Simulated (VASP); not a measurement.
VASP runs on TePt (a trial cell in the PtS structure, space group P4_2/mmc) share one base input (PBE GGA, plane waves, VASP's PBE PAW potentials (set 64)) and change the settings named in each case.

POSCAR:
```
TePt
1
    4.0552670000     0.0000000000     0.0000000000
    0.0000000000     4.0552670000     0.0000000000
    0.0000000000     0.0000000000     7.1405430000
Pt Te
2 2
Direct
  0.0000000000   0.5000000000   0.0000000000
  0.5000000000   0.0000000000   0.5000000000
  0.0000000000   0.0000000000   0.2500000000
  0.0000000000   0.0000000000   0.7500000000
```

### KPOINTS
```
Automatic mesh
0
Gamma
5 5 3
0 0 0
```

**INCAR**
```
# general
SYSTEM =TePt
PREC   =Accurate
ENCUT  =400
LREAL  =.False.
LASPH  =.True.

# electronic loop
EDIFF  =1E-6
NELM   =100
ALGO   =Normal
LMAXMIX=6

# smearing
ISMEAR =0
SIGMA  =0.05

# functional
GGA    =PE

# ions
ISIF   =2

# output
LWAVE  =.False.
LCHARG =.False.
```

POTCAR, in this order: Pt Te (PBE.64 set). Program: vasp_std.

```csv
change,E(σ→0) (eV/atom),plane waves
base run,-4.8284,2151
PREC = Low,-4.8290,2151
PREC = Normal,-4.8284,2151
PREC = Single,-4.8285,2151
ADDGRID = .TRUE.,-4.8284,2151
LASPH = .FALSE.,(withheld),2151
LREAL = Auto,-4.8287,2151
```

Q: Fill in the missing entries.

A: 
- LASPH = .FALSE., E(σ→0) (eV/atom): -4.8249

Unless said otherwise, spin-orbit coupling is left out, though it shifts the bands of the heavy elements here.

Left out are runs that ran out of time, are held back, or changed the cell or the kind of run, fixed moments of cells without a moment, rows past the twelfth, gaps on odd meshes, pressures of charged cells and columns that move by less than the noise.

The structure was generated: TePt was put into the PtS type (P4_2/mmc), which need not be its known phase. The cell was not relaxed at this level.
